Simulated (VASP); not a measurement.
Input for VASP

KPOINTS:
```
K-points
0
gamma
4 4 4
0 0 0
```

File POSCAR:
```
Sr3SbN
1
    5.1944894562    -0.0000000000     0.0000000000
   -0.0000000000     5.1944894562    -0.0000000000
   -0.0000000000     0.0000000000     5.1944894562
Sr Sb N
3 1 1
Direct
  0.0000000000   0.5000000000   0.5000000000
  0.5000000000   0.0000000000   0.5000000000
  0.5000000000   0.5000000000   0.0000000000
  0.0000000000   0.0000000000   0.0000000000
  0.5000000000   0.5000000000   0.5000000000
```

### INCAR
```
# general
SYSTEM  = Sr3SbN
PREC    = Accurate
ENCUT   = 520
LREAL   = .FALSE.
LASPH   = .TRUE.

# electronic loop
EDIFF   = 1E-6
NELM    = 100
ALGO    = Normal
LMAXMIX = 4
LMIXTAU = .TRUE.

# smearing
ISMEAR  = 0
SIGMA   = 0.05

# functional
METAGGA = R2SCAN

# ions
IBRION  = 2
NSW     = 60
ISIF    = 3
EDIFFG  = -0.02

# output
LWAVE   = .FALSE.
LCHARG  = .FALSE.
```

POTCAR, in this order: Sr_sv Sb N (PBE.64 set). Program: vasp_std.

Task: Translate this r2SCAN calculation to Ansatz.

Result: One equivalent input (not run):
Ansatz 0.2 input:
```yaml
crystal:
  lattice:
    - [5.1944895, 0.0000000, 0.0000000]
    - [0.0000000, 5.1944895, 0.0000000]
    - [0.0000000, 0.0000000, 5.1944895]
  atoms:
    - { symbol: Sr, position: [0.0000000, 0.5000000, 0.5000000] }
    - { symbol: Sr, position: [0.5000000, 0.0000000, 0.5000000] }
    - { symbol: Sr, position: [0.5000000, 0.5000000, 0.0000000] }
    - { symbol: Sb, position: [0.0000000, 0.0000000, 0.0000000] }
    - { symbol: N, position: [0.5000000, 0.5000000, 0.5000000] }
kpoints:
  mp_grid: { grid: [4, 4, 4] }
hamiltonian:
  xc: r2scan
  pseudopotentials: { kind: paw }
scf:
  occupations: { method: gaussian, width: 0.05 }
  max_iter: 100
relax:
  max_steps: 60
  f_tol: 0.02
  cell: {}
output: { forces: true, stress: true, eigenvalues: true }
```
What does not carry over: each code has its own PAW files, so the cut-off isn't converted (ENCUT is set for VASP's; basis.ecutwfc is left out, and Ansatz then takes the one that its files recommend); Ansatz stops its SCF on the density residual and VASP on the energy change (EDIFF).

The structure comes from a computed database's Sr3SbN entry (Pm-3m); how it stands against other phases isn't given here. It was relaxed first. The start is the result of an earlier pass.
